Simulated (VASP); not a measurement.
The input files of a VASP run:

### KPOINTS
```
Automatic mesh
0
Gamma
7 7 7
0 0 0
```

INCAR:
```
SYSTEM = NaI
PREC = Accurate
ENCUT = 400
EDIFF = 1E-6
NELM = 100
ALGO = Normal
LREAL = .FALSE.
LASPH = .TRUE.
ISMEAR = 0
SIGMA = 0.05
GGA = PE
LMAXMIX = 4
LWAVE = .FALSE.
LCHARG = .FALSE.
ISIF = 2
```

POSCAR:
```
NaI
1
    0.0000000000     3.2350000000     3.2350000000
    3.2350000000     0.0000000000     3.2350000000
    3.2350000000     3.2350000000     0.0000000000
Na I
1 1
Direct
  0.0000000000   0.0000000000   0.0000000000
  0.5000000000   0.5000000000   0.5000000000
```

POTCAR, in this order: Na_pv I (PBE.64 set). Program: vasp_std.

Q: Write an equivalent input for Quantum ESPRESSO's pw.x.

A: One equivalent input (not run):
```
&CONTROL
  calculation = 'scf'
  pseudo_dir = './pseudo'
  outdir = './out'
  tprnfor = .true.
  tstress = .true.
/
&SYSTEM
  ibrav = 0
  nat = 2
  ntyp = 2
  ecutwfc = 88
  occupations = 'smearing'
  smearing = 'gaussian'
  degauss = 0.003675
  input_dft = 'pbe'
/
&ELECTRONS
  conv_thr = 7.3e-08
  electron_maxstep = 100
/
ATOMIC_SPECIES
  Na 22.990 Na.upf
  I 126.904 I.upf
CELL_PARAMETERS angstrom
     0.0000000    3.2350000    3.2350000
     3.2350000    0.0000000    3.2350000
     3.2350000    3.2350000    0.0000000
ATOMIC_POSITIONS crystal
  Na   0.0000000  0.0000000  0.0000000
  I    0.5000000  0.5000000  0.5000000
K_POINTS automatic
  7 7 7 0 0 0
```
Limits of the translation: the potentials are each code's own (VASP's PAW set, PseudoDojo norm-conserving files in pw.x), so ENCUT and ecutwfc are chosen apart and not converted; conv_thr bounds pw.x's estimated SCF error, while EDIFF bounds the energy change between steps.

The compound is NaI in the rock salt structure. The cell was not relaxed at this level.
